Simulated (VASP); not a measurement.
SiC (zinc blende), at 0.96 of the tabulated volume:

```xyz
2
Lattice="0.0000 2.1505 2.1505 2.1505 0.0000 2.1505 2.1505 2.1505 0.0000" Properties=species:S:1:pos:R:3 pbc="T T T"
Si     0.0000     0.0000     0.0000
C      1.0753     1.0753     1.0753
```

The lowest empty band near X, direction across the valley's axis, from PBE with spin-orbit coupling in VASP (PAW); its two spin partners are averaged. The gap over the points computed is 1.31 eV, and the next band on that side lies 3.14 eV away at the edge.

Run with 520 eV cut-off, 12×12×12 Γ-centred mesh, Gaussian smearing of 0.050 eV, potentials Si C.

| distance from the edge in k (1/Å) | distance in energy (meV) |
|---|---|
| 0.018 | 5.5 |
| 0.025 | 10.6 |
| 0.035 | 20.8 |
| 0.050 | 42.3 |
| 0.070 | 82.3 |

Task: Fit E(1 + αE) = ħ²k²/2m* (ħ²/2m0 = 3.810 eV Å²) and predict the row at 0.095 1/Å.

Result: Least squares on the energies gives the electron mass m* = 0.224 m0 and α = 0.18 per eV, and so 149.8 meV. The run gave 150.0 meV, +0.2 meV from the fit.

Left out are points under 3 meV from the edge, since the levels carry 0.1 meV, and points farther than half the way to the next band.

The compound is SiC in the zinc blende structure. The cell was not relaxed at this level.
